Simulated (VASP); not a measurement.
Crystal: Nb2SnSe.

```
Nb Sn Se
1.0
    -2.72108    2.72108    3.31887
     2.72108   -2.72108    3.31887
     2.72108    2.72108   -3.31887
Nb Sn Se
2 1 1
Direct
  0.50000 0.00000 0.50000
  0.00000 0.50000 0.50000
  0.50000 0.50000 0.00000
  0.00000 0.00000 0.00000
```

The cell was built by a generator and needn't be a form met in nature.

| Quantity | Value |
| --- | --- |
| Program | VASP 6.6.1 |
| Task | relaxation of cell and atoms |
| Functional | PBE |
| Potentials or basis | VASP PAW PBE potentials, release 64 (Nb_sv, Sn_d, Se) |
| Cutoff | 520 eV |
| k mesh | 4 × 4 × 4 |
| Occupations | gaussian, width 0.15 eV |
| Spin | no spin polarisation |

At the start: pressure -6.1 GPa; volume 24.57 Å³/atom.

Q: How do energy, volume and symmetry change on relaxing?

A: Over 8 steps the energy falls by 156.8 meV/atom and the volume is 21.62 Å³/atom (-12.0 %); space group I4/mmm (No. 139, to 0.05 Å).

The path:
| step | energy change (eV) | largest force (eV/Å) | pressure (GPa) | volume (Å³) |
| --- | --- | --- | --- | --- |
| 1 | 0.0000 | 0.0000 | -6.06 | 98.30 |
| 2 | -0.2221 | 0.0000 | 5.09 | 85.63 |
| 3 | -0.2467 | 0.0000 | 2.19 | 88.15 |
| 4 | -0.4820 | 0.0000 | 4.20 | 84.15 |
| 5 | -0.5123 | 0.0000 | 5.53 | 82.50 |
| 6 | -0.5532 | 0.0000 | -1.83 | 88.23 |
| 7 | -0.6233 | 0.0000 | 0.76 | 85.63 |
| 8 | -0.6271 | 0.0000 | -0.09 | 86.47 |

Final structure:
```xyz
4
Lattice="-2.7544 2.7544 2.8494 2.7544 -2.7544 2.8494 2.7544 2.7544 -2.8494" Properties=species:S:1:pos:R:3 pbc="T T T"
Nb    0.0000    2.7544    0.0000
Nb    2.7544    0.0000    0.0000
Sn    0.0000    0.0000    2.8494
Se   -2.7544    2.7544    2.8494
```

Caveat: the k mesh is coarse (spacing up to 0.41 Å⁻¹), so the values aren't converged.
